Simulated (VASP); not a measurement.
Wanted: the native input for a VASP 6.6.1 run.

| Quantity | Value |
| --- | --- |
| Task | relaxation of cell and atoms |
| Functional | r2SCAN |
| Potentials or basis | VASP PAW PBE potentials, release 64 (Al, N) |
| Cutoff | 600 eV |
| k mesh | 9 × 9 × 6 |
| Occupations | gaussian, width 0.02 eV |
| Spin | no spin polarisation |
| Dipole correction | no |
| Further INCAR settings | ALGO = Normal; EDIFF = 1e-07; IBRION = 2; EDIFFG = -0.005; NSW = 100; ISIF = 3 |

The system is AlN.

```xyz
4
Lattice="3.1130 0.0000 0.0000 -1.5565 2.6959 0.0000 0.0000 0.0000 4.9810" Properties=species:S:1:pos:R:3 pbc="T T T"
Al    0.0000    1.7973    0.0000
Al    1.5565    0.8986    2.4905
N     0.0000    1.7973    1.8928
N     1.5565    0.8986    4.3833
```

The input as run:

POSCAR

```
AlN
1.0
    3.1130000000      0.0000000000      0.0000000000
   -1.5565000000      2.6959370820      0.0000000000
    0.0000000000      0.0000000000      4.9810000000
Al N
2 2
Direct
    0.3333333333      0.6666666667      0.0000000000
    0.6666666667      0.3333333333      0.5000000000
    0.3333333333      0.6666666667      0.3800000000
    0.6666666667      0.3333333333      0.8800000000
```

INCAR.step1

```
PREC = Accurate ; ENCUT = 600
ISMEAR = 0 ; SIGMA = 0.02
LREAL = False ; LASPH = True
NELM = 100 ; GGA = PE
ALGO = Normal ; EDIFF = 1E-4
LWAVE = True ; LCHARG = False
```

INCAR.step2

```
PREC = Accurate ; ENCUT = 600
EDIFF = 1E-7 ; ISMEAR = 0
SIGMA = 0.02 ; LREAL = False
LASPH = True ; NELM = 100
ALGO = Normal ; ISIF = 3
LWAVE = False ; LCHARG = False
METAGGA = R2SCAN ; LMIXTAU = True
IBRION = 2 ; NSW = 100
EDIFFG = -0.005 ; ISTART = 1
```

KPOINTS

```
regular mesh
0
Gamma
  9 9 6
```

Potentials or basis: VASP PAW PBE potentials, release 64 (Al, N).

Run with:

```bash
$ cat potpaw_PBE.64/Al/POTCAR potpaw_PBE.64/N/POTCAR > POTCAR
$ cp INCAR.step1 INCAR
$ mpirun -np 1 vasp_std > vasp.out
$ cp INCAR.step2 INCAR
$ mpirun -np 1 vasp_std > vasp.out
```

Results of the run:

```
Relaxed volume                         : 10.39 Å³/atom
Relaxed cell                           : a = 3.105 Å, b = 3.105 Å, c = 4.975 Å, α = 90.00°, β = 90.00°, γ = 120.00°
Space group after relaxing (to 0.05 Å) : P6_3mc (No. 186)
Energy gained by relaxing              : 0.5 meV/atom
Ionic steps                            : 7
Pressure after relaxing                : 0.0 GPa
Band gap on the k mesh                 : 4.93 eV, direct
```

Caveat: the PAW data sets were made with another functional, which shifts forces and pressure a little; an odd mesh through Γ misses points on the zone boundary, where band edges often lie.

Wall time 8.2 min on 1 thread of Intel(R) Xeon(R) 6975P-C (Granite Rapids) (shared host), peak memory 0.2 GiB.
